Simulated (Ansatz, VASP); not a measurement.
# TlHg2 in two plane-wave programs, part 2 of 2

Wanted: the spread between two codes on one cell, functional and k mesh. The cell is generated by rule, not measured, and may not be a known phase. The cell is taken from a series of runs on this material, whose earlier steps may have relaxed, scaled, displaced or heated it; both programs get it as it stands.

VASP 6.6.1 and Ansatz 0.2.0.

So far: The starting structure; VASP: zone-centre phonons, PBEsol.

The structure was built from a prototype and need not be the compound's stable phase.

### 3. Ansatz: zone-centre phonons, PBEsol

Level of this step: Ansatz beside VASP: Kohn-Sham DFT, plane waves, PBEsol (Ansatz).

Ansatz runs on its default PAW (the set named soft_2) files.

The same cell, functional, mesh and smearing now go to Ansatz, which takes its cutoff from its data sets.

input.yaml

```yaml
crystal:
  lattice:
    - [5.3096746926, -3.1993e-06, 0.0]
    - [-2.6548345756, 4.5983147693, 0.0]
    - [0.0, 0.0, 3.1129072841]
  atoms:
    - { symbol: Tl, position: [0.0, 0.0, 0.0] }
    - { symbol: Hg, position: [0.3333333333, 0.6666666667, 0.5] }
    - { symbol: Hg, position: [0.6666666667, 0.3333333333, 0.5] }
kpoints:
  mp_grid: { grid: [10, 10, 12] }
hamiltonian:
  xc: pbesol
scf:
  occupations: { method: methfessel_paxton, width: 0.15 }
output:
  eigenvalues: true
phonons:
  method: dfpt
```

On the command line:

```console
$ ansatz run input.yaml --threads 8 --pin off --max-ram 14336MiB --backend cpu --events-out ev --progress --plain --runs-dir out
```

Numbers of over 12 decimals in the logs are rounded to 6 here.

Output:

```text
Engine: ansatz 0.2.0, aarch64-unknown-linux-gnu
Pseudopotentials: kind: paw
Pseudopotential: Tl, paw, valence charge 13, recommended cutoff 420 eV (normal), Tl.paw.azcp
Pseudopotential: Hg, paw, valence charge 20, recommended cutoff 420 eV (normal), Hg.paw.azcp
Functional definition: PBEsol
  exchange = pbesol_x
  correlation = pbesol_c
Crystal: 3 atoms, lattice volume = 76.003 Å³
Basis set: ecut = 420 eV, 1493 PW (Γ), exchange–correlation on 72×72×48 points (8 copies of the dense FFT grid, shifted against one another)
Bands: 32, of which v1, the nominal top of the filled ones, is band 27 counted from 1 (26 counted from 0)
Symmetry: 24 space group operations
k-points: 337 of 1200 (irreducible under 2 space group operations, time reversal used)
Non-local potential: Tl, projectors of the file, l = 0: 2, l = 1: 2, l = 2: 2, l = 3: 1
Non-local potential: Hg, projectors of the file, l = 0: 3, l = 1: 2, l = 2: 2, l = 3: 1
PAW form: soft (Blöchl's): semilocal exchange-correlation on the pseudo side does not see the compensation charge
PAW frozen core: Tl, regenerated for the run's functional, and the local potential with it (the file was generated under x = pbe(κ = 0.804, μ = 0.219515), c = pbe(β = 0.066725))
PAW frozen core: Hg, regenerated for the run's functional, and the local potential with it (the file was generated under x = pbe(κ = 0.804, μ = 0.219515), c = pbe(β = 0.066725))
PAW one-centre angular grid: Tl, 590 points (default); XC on 64 Gauss nodes
PAW one-centre angular grid: Hg, 590 points (default); XC on 64 Gauss nodes
Initial density: superposition of atomic densities (neutral atoms: chi_scale 0, normalization atom), corrected by the library's trained network
Initial wavefunctions: pseudopotential atomic-orbital guess
Functional: x = pbesol(κ = 0.804, μ = 0.123457), c = pbesol(β = 0.046)
SCF iter   1: F=—  HF=-38631.736782 eV  |F-HF|=—  |Δ(HF+E_count)|=         —  Δρ=3.02e-3  dr2=9.68e-3  ethr=1.77e-3  ⟨swp⟩=5.6  Hψ=39345  notcnv=0
preconditioner: auto → Kerker (q_TF=auto, 2.569 Å⁻¹)  [metal: Δε(μ)=0.024 eV  Ē_g=11.737 eV  σ=0.150 eV  W_gap=0.14  n_scr=26 (ndim 8)  ℏωp=25.9 eV  f_vac=0.000  D(μ)=0.95/eV (n_scr^D=6)]
SCF iter   2: F=—  HF=-38631.735782 eV  |F-HF|=—  |Δ(HF+E_count)|=   1.00e-3  S|Δr|=    0.00e0  Δρ=1.60e-3  dr2=2.90e-3  ethr=1.83e-5  ⟨swp⟩=2.5  Hψ=18991  notcnv=0
SCF iter   3: F=—  HF=-38631.734960 eV  |F-HF|=—  |Δ(HF+E_count)|=   8.22e-4  S|Δr|=    0.00e0  Δρ=4.98e-4  dr2=3.04e-4  ethr=5.48e-6  ⟨swp⟩=2.2  Hψ=15737  notcnv=0
SCF iter   4: F=—  HF=-38631.734896 eV  |F-HF|=—  |Δ(HF+E_count)|=   6.37e-5  S|Δr|=    0.00e0  Δρ=1.13e-4  dr2=2.45e-5  ethr=5.74e-7  ⟨swp⟩=2.7  Hψ=15929  notcnv=0
SCF iter   5: F=—  HF=-38631.734902 eV  |F-HF|=—  |Δ(HF+E_count)|=   5.91e-6  S|Δr|=    0.00e0  Δρ=5.26e-5  dr2=2.04e-6  ethr=4.63e-8  ⟨swp⟩=2.4  Hψ=15410  notcnv=0
SCF iter   6: F=—  HF=-38631.734902 eV  |F-HF|=—  |Δ(HF+E_count)|=   2.78e-7  S|Δr|=    0.00e0  Δρ=1.29e-5  dr2=2.21e-7  ethr=3.84e-9  ⟨swp⟩=2.1  Hψ=17785  notcnv=0
SCF iter   7: F=—  HF=-38631.734902 eV  |F-HF|=—  |Δ(HF+E_count)|=   2.66e-8  S|Δr|=    0.00e0  Δρ=4.50e-6  dr2=2.13e-8  ethr=4.17e-10  ⟨swp⟩=2.0  Hψ=12467  notcnv=0
SCF iter   8: F=—  HF=-38631.734902 eV  |F-HF|=—  |Δ(HF+E_count)|=   2.85e-9  S|Δr|=    0.00e0  Δρ=8.86e-7  dr2=4.96e-10  ethr=4.02e-11  ⟨swp⟩=2.0  Hψ=16750  notcnv=0
SCF iter   9: F=—  HF=-38631.734902 eV  |F-HF|=—  |Δ(HF+E_count)|=  8.73e-11  S|Δr|=    0.00e0  Δρ=1.66e-7  dr2=2.02e-11  ethr=1.00e-12  ⟨swp⟩=2.1  Hψ=17472  notcnv=0
SCF iter  10: F=-38631.734902 eV  HF=-38631.734902 eV  |F-HF|=0.00e0  |Δ(HF+E_count)|=    0.00e0  S|Δr|=    0.00e0  Δρ=2.63e-8  dr2=4.24e-13  ethr=1.00e-12  ⟨swp⟩=8.1  Hψ=51249  notcnv=0
SCF 1 converged in 10 iterations: F = -38631.734902 eV  dr2 = 4.24e-13
  greatest PAW one-centre occupation: 1.000 electrons in one spin orbital (limit 2), on the Hg atom at site 2 (counted from 0), in its partial waves of l = 0
DFPT response loops at Γ: preconditioner auto → Kerker (q_TF=auto, 2.569 Å⁻¹) (partly filled bands, converged f_vac=0.000); β = 1.00, the filter's whole step (`scf.mixing.beta` (0.50) is not read by the response loops under this deck's `scf.mixing.preconditioner`; to damp them name `kerker` or `kerker_dos`, under which they read `scf.mixing.beta`, and type it under 1.00, their step now; both keys bind the ground state too); Broyden in place of MSR1
SCF converged after 10 iterations
Stability not checked: this state was not tested for a lower state beside it, because cold or Methfessel-Paxton smearing, or corrected tetrahedra, fill the levels in a way that the test cannot read (fill_not_monotonic; see scf.lower_state_search)
Free energy (F): -38631.734902 eV
Harris-Foulkes:  -38631.734902 eV  (|F-HF|=0.00e0)
Internal energy: -38631.735686 eV  (E = F + TS)
E sigma→0 (E₀):  -38631.735098 eV
Entropy (-TS):   0.000785 eV (0.262 meV/atom)
Fermi energy:    13.143843 eV
--- Per-component energies (eV) ---
  E_band       = -808.001451
  E_kinetic    = 1542.516940
  E_local      = -6298.051063  (includes V_loc(G=0)·N_el)
  E_nonlocal   = 471.010545
  E_hartree    = 2652.722844
  E_xc         = -667.507694
  E_vxc        = -666.585527  (∫ρ·V_xc dr)
  E_paw        = -29618.868912  (= ΣΔE_a)
  E_vpaw       = -1162.339842  (= ΣTr[D̂ρ^β])
  E_aug_tail   = 0.001826  (compensation charges beyond the density's cutoff)
  E_ewald      = -6714.255740
  E_core_change = 0.695568  (= ΣΔE_core)
  E_smearing   = 0.000785  (= −TS)
  E_closure    = 0.000000  (closes the sum)
  Σ components = -38631.734902   (vs F -38631.734902, Δ=0.00e0)
--- Band table (eV; the first three rows and the last of 337) ---
  k-point 0: bands = [... 23 lower, 6.8769, 9.7065, 11.8639, 13.6250, 13.6250, 14.0697, 14.0697, 20.3365, ... 1 higher]
  k-point 1: bands = [... 23 lower, 6.8351, 9.7667, 11.9337, 13.7590, 13.7590, 14.2112, 14.2112, 19.2366, ... 1 higher]
  k-point 2: bands = [... 23 lower, 6.7256, 9.9554, 12.1573, 14.1479, 14.1479, 14.6090, 14.6090, 17.2454, ... 1 higher]
  k-point 336: bands = [... 23 lower, 6.8907, 7.7332, 8.5538, 13.5536, 15.1769, 18.3975, 19.9534, 20.7515, ... 1 higher]
--- Phonons (Γ-DFPT): 4 representative perturbations + reference, on 337 of 1200 k-points (Σ response iterations 12) ---
  k mesh reduced under 2 symmetry operations, with k and −k counted as one. Each operation leaves every solved perturbation unchanged. A smaller set is not used because it would not reduce the number of displacements times k-points to solve
  ASR residual: 1.606e-4 → 0.000e0 eV/Å²; symmetrization residual: 4.870e-4 eV/Å²
  ASR residual per site (eV/Å²): 1.61e-4 7.91e-5 7.91e-5
  Γ frequencies (cm⁻¹): -9.33 0.00 0.00 0.00 23.94 54.89 54.89 72.24 72.24
  non-analytic LO–TO correction: not included (Born effective charges unavailable; polar crystals: no LO–TO splitting at Γ)
```

### 4. Comparison

Known differences besides the potentials themselves: the data sets hold 53 valence electrons in Ansatz (on its default PAW (the set named soft_2) files) and 37 in VASP; the cutoff is 420 eV in Ansatz and 500 eV in VASP; Ansatz makes its cores anew for this functional, VASP keeps those of its PBE data sets. Total energies have different zeros and are not compared.

Compared:

| quantity | Ansatz | VASP | difference |
| --- | --- | --- | --- |
| optical mode 1 (imaginary, printed as negative) (cm⁻¹) | -9.3 | -11.7 | +2.3 |
| optical mode 2 (cm⁻¹) | 23.9 | 23.2 | +0.7 |
| optical mode 3 to 4 (cm⁻¹) | 54.9 | 55.2 | -0.47 % |
| optical mode 5 to 6 (cm⁻¹) | 72.2 | 74.0 | -2.36 % |

Modes are paired by rising frequency, not by their patterns, so a pair may set unlike modes beside each other; they are those without the splitting of longitudinal modes.

### 5. Results

```yaml
r_m_s_difference_of_the_optical_zone_centre_modes_each_program_s_sorted_by_frequency_zone_centre_phonons_pbesol: 1.4 cm⁻¹
difference_in_optical_mode_5_to_6_zone_centre_phonons_pbesol: -2.4 %
```

In words: The r.m.s. difference of the optical zone-centre modes, each program's sorted by frequency is 1.4 cm⁻¹ (zone-centre phonons, PBEsol). The data sets hold unlike numbers of valence electrons (53 in Ansatz and 37 in VASP), so part of the differences comes from the potentials. Among the rows given in per cent, the largest difference of the zone-centre phonons, PBEsol pair is in optical mode 5 to 6, -2.4 %. Such differences can come from data sets, numerical settings and the points named under the comparisons, not from the functional's error against experiment.

[Lines on the potential files, build, host, timing and source positions are cut from VASP's logs without a mark.]

[Logs are printed without paths, hosts, clocks, repeated set-up lines and the standing remarks that a program may print on its own settings, such as how far it seeks lower states.]

[Hosts, paths, dates, database ids (printed as entryN), source tags and the programs' standing remarks are cut or masked in the printed files.]
